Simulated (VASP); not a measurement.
Output of a VASP run:

**OSZICAR**
```
...
DAV:   2    -0.756372385127E+01    0.85894E-03   -0.24734E-03  2534   0.584E-01    0.608E-02
DAV:   3    -0.756370445671E+01    0.19395E-04   -0.30076E-05  2814   0.554E-02    0.411E-02
DAV:   4    -0.756369822696E+01    0.62297E-05   -0.81356E-06  2674   0.235E-02    0.322E-03
DAV:   5    -0.756369821519E+01    0.11767E-07   -0.29140E-07  1568   0.613E-03
   4 F= -.75636982E+01 E0= -.75636207E+01  d E =-.905273E-01
       N       E                     dE             d eps       ncg     rms          rms(c)
DAV:   1    -0.758232242541E+01   -0.18624E-01   -0.73795E-01  2702   0.742E+00    0.631E-01
DAV:   2    -0.757140340127E+01    0.10919E-01   -0.59448E-03  2681   0.101E+00    0.348E-01
DAV:   3    -0.756656801497E+01    0.48354E-02   -0.75617E-03  2751   0.920E-01    0.966E-02
DAV:   4    -0.756660603269E+01   -0.38018E-04   -0.38110E-04  2814   0.224E-01    0.722E-02
DAV:   5    -0.756660865618E+01   -0.26235E-05   -0.99433E-06  2870   0.279E-02    0.718E-03
DAV:   6    -0.756660833279E+01    0.32339E-06   -0.13751E-06  1624   0.150E-02
   5 F= -.75666083E+01 E0= -.75664593E+01  d E =-.291012E-02
       N       E                     dE             d eps       ncg     rms          rms(c)
DAV:   1    -0.757097393812E+01   -0.43653E-02   -0.18677E-01  2702   0.373E+00    0.317E-01
DAV:   2    -0.756820024690E+01    0.27737E-02   -0.14895E-03  2688   0.505E-01    0.175E-01
DAV:   3    -0.756696726760E+01    0.12330E-02   -0.19503E-03  2730   0.466E-01    0.489E-02
DAV:   4    -0.756697703063E+01   -0.97630E-05   -0.98200E-05  2786   0.114E-01    0.370E-02
DAV:   5    -0.756697779432E+01   -0.76369E-06   -0.24546E-06  2634   0.139E-02
   6 F= -.75669778E+01 E0= -.75668428E+01  d E =-.327958E-02
       N       E                     dE             d eps       ncg     rms          rms(c)
DAV:   1    -0.756701221877E+01   -0.35188E-04   -0.15840E-03  2695   0.344E-01    0.290E-02
DAV:   2    -0.756698874281E+01    0.23476E-04   -0.12420E-05  2667   0.460E-02    0.160E-02
DAV:   3    -0.756697813303E+01    0.10610E-04   -0.16650E-05  2744   0.432E-02    0.465E-03
DAV:   4    -0.756697822362E+01   -0.90590E-07   -0.79773E-07  1428   0.106E-02
   7 F= -.75669782E+01 E0= -.75668406E+01  d E =-.328001E-02
       N       E                     dE             d eps       ncg     rms          rms(c)
DAV:   1    -0.757264453296E+01   -0.56664E-02   -0.84975E-02  2534   0.345E+00    0.481E-01
DAV:   2    -0.756714573893E+01    0.54988E-02   -0.15693E-02  2534   0.147E+00    0.156E-01
DAV:   3    -0.756701491401E+01    0.13082E-03   -0.21039E-04  2800   0.149E-01    0.106E-01
DAV:   4    -0.756697568030E+01    0.39234E-04   -0.48853E-05  2744   0.559E-02    0.739E-03
DAV:   5    -0.756697534697E+01    0.33333E-06   -0.14389E-06  2315   0.134E-02
   8 F= -.75669753E+01 E0= -.75668435E+01  d E =0.287665E-05
       N       E                     dE             d eps       ncg     rms          rms(c)
DAV:   1    -0.756856801372E+01   -0.15923E-02   -0.22761E-02  2534   0.178E+00    0.250E-01
DAV:   2    -0.756708430257E+01    0.14837E-02   -0.42756E-03  2534   0.768E-01    0.790E-02
DAV:   3    -0.756705235368E+01    0.31949E-04   -0.51579E-05  2800   0.729E-02    0.535E-02
DAV:   4    -0.756704239193E+01    0.99617E-05   -0.13046E-05  2716   0.286E-02    0.419E-03
DAV:   5    -0.756704235300E+01    0.38938E-07   -0.28750E-07  1799   0.587E-03
   9 F= -.75670424E+01 E0= -.75669076E+01  d E =-.641294E-04
```

### OUTCAR
```
------------------------ aborting loop because EDIFF is reached ----------------------------------------
  FORCE on cell =-STRESS in cart. coord.  units (eV):
  Direction    XX          YY          ZZ          XY          YZ          ZX
  --------------------------------------------------------------------------------------
  Total       -0.0066415     -0.0066415      0.0023531      0.0000000      0.0000000      0.0000000
  in kB       -0.3321834     -0.3321834      0.1176944      0.0000000      0.0000000      0.0000000
  external PRESSURE =      -0.1822242 kB  Pullay stress =       0.0000000 kB
  volume of cell :       32.03
      direct lattice vectors                 reciprocal lattice vectors
     2.816852434  0.000000000  0.000000000     0.355006172  0.204962912 -0.000000000
    -1.408426217  2.439465733 -0.000000000     0.000000000  0.409925824  0.000000000
     0.000000000 -0.000000000  4.661623343     0.000000000  0.000000000  0.214517546
 POSITION                                       TOTAL-FORCE (eV/Angst)
 -----------------------------------------------------------------------------------
     -0.00000      1.62631      1.16541         0.000000     -0.000000     -0.000000
      1.40843      0.81315      3.49622        -0.000000      0.000000      0.000000
 -----------------------------------------------------------------------------------
    total drift:                               -0.000144      0.000083     -0.000014
  FREE ENERGIE OF THE ION-ELECTRON SYSTEM (eV)
  ---------------------------------------------------
  free  energy   TOTEN  =        -7.5670423530 eV

  energy  without entropy=       -7.5666380188  energy(sigma->0) =       -7.56690757

 reached required accuracy - stopping structural energy minimisation
```
(Selected blocks of OUTCAR.)

**POSCAR**
```
Ag
1
    2.9223000000     0.0000000000     0.0000000000
   -1.4611500000     2.5307860000     0.0000000000
    0.0000000000     0.0000000000     4.7016600000
Ag
2
Direct
  0.3333330000   0.6666670000   0.2500000000
  0.6666670000   0.3333330000   0.7500000000
```

Problem. Reconstruct the remaining input files.

Solution. One answer among several that fit: the input of the run itself, LDA (Ceperley-Alder, Perdew-Zunger), plane waves, VASP's LDA PAW potentials (set 64).

INCAR:
```
LMAXMIX = 4
LWAVE = F
PREC = Accurate
LCHARG = F
EDIFF = 1E-6
SYSTEM = Ag
ISIF = 3
ENCUT = 400
LREAL = F   # projection in real space or not
NELM = 100   # most electronic steps
SIGMA = 0.1   # width (eV)
ALGO = Normal   # blocked Davidson
LASPH = T
EDIFFG = -0.01   # ionic stop
IBRION = 2   # conjugate gradients
NSW = 60   # most ionic steps
ISMEAR = 1
```

File KPOINTS:
```
Automatic mesh
0
Gamma
13 13 7
0 0 0
```

POTCAR, in this order: Ag (LDA.64 set). Program: vasp_std.

Energy and stress use the plane-wave basis of the starting cell.

The structure comes from a computed database's Ag entry (P6_3/mmc); how it stands against other phases isn't given here. This run relaxes it. Symmetry was kept, so distortions that lower it aren't found.
